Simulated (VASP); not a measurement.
NbTe under changes of volume

One of the cells (20.846 Å³/atom); the others are scaled copies at fixed shape and fractional positions:

```
Te Nb
1.0
     3.61614    0.00000    0.00000
    -1.80807    3.13167    0.00000
     0.00000    0.00000    3.68157
Te Nb
1 1
Direct
  0.66667 0.33333 0.00000
  0.00000 0.00000 0.50000
```

The cell comes from a database or a generator and needn't be the stable form of this composition.

```yaml
Program: VASP 6.6.1
Functional: PBE
Dispersion: D3(BJ)
Potentials_or_basis: VASP PAW PBE potentials, release 64 (Te, Nb_sv)
Cutoff: 520 eV
k_mesh: 8 × 8 × 6
Occupations: fermi-dirac, width 0.05 eV
Spin: no spin polarisation
```

| volume (Å³/atom) | energy over the lowest point (meV/atom) | pressure (GPa) |
| --- | --- | --- |
| 20.012 | 15.56 | 6.2 |
| 20.429 | 3.82 | 2.9 |
| 20.846 | 0.00 | 0.1 |
| 21.263 | 3.27 | -2.5 |
| 21.680 | ? | ? |

What does the run at 21.680 Å³/atom give?

Energy over the lowest point 12.86 meV/atom; pressure -4.8 GPa.

Worked out: A Birch-Murnaghan fit of order 2 (a polynomial in V^(-2/3)) to the other rows has its minimum at 20.86 Å³/atom with B0 = V·E''(V) = 137 GPa at fixed shape and positions, which overstates the stiffness. It gives 13.01 meV/atom at 21.680 Å³/atom, against the run's 12.86, and -dE/dV = -4.9 GPa, against -4.8.

Energies are extrapolated to zero smearing.

Caveats: pairwise dispersion overbinds metals, which lowers pressure and volume.
